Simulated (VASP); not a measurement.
Given:

```
CELL_PARAMETERS angstrom
     -1.85334     1.85334     6.27451
      1.85334    -1.85334     6.27451
      1.85334     1.85334    -6.27451
ATOMIC_POSITIONS crystal
  Nb 0.75000 0.75000 0.00000
  Nb 0.50000 0.00000 0.50000
  Te 0.16600 0.16600 0.00000
  Te 0.91600 0.41600 0.50000
```

Calculation: PBE GGA, VASP's PBE PAW potentials (set 64) (plane waves; VASP). Run with 750 eV cut-off, 8×8×8 Γ-centred mesh, Gaussian smearing of 0.050 eV, potentials Nb_sv Te.

Unless said otherwise, spin-orbit coupling is left out, though it shifts the bands of the heavy elements here.

Q: Estimate the energy per atom (σ→0), pressure, largest force, band gap (on the k-mesh) with the smallest direct gap where there is one.

A: 
```
Item                                                         Value
------------------------  ----------------------------------------
band gap (on the k-mesh)  none (metal, semimetal or under 0.01 eV)
energy per atom (σ→0)                               -6.801 eV/atom
pressure                                                  1.37 GPa
largest force                                           0.309 eV/Å
```

The absolute energy has meaning only against runs of the same code, potentials and settings.

The structure was generated: NbTe was put into the NbAs type (I4_1md), which need not be its known phase. The cell was not relaxed at this level. The run is one of a series of settings (ENCUT = 750 against the base run), some of them coarse on purpose.
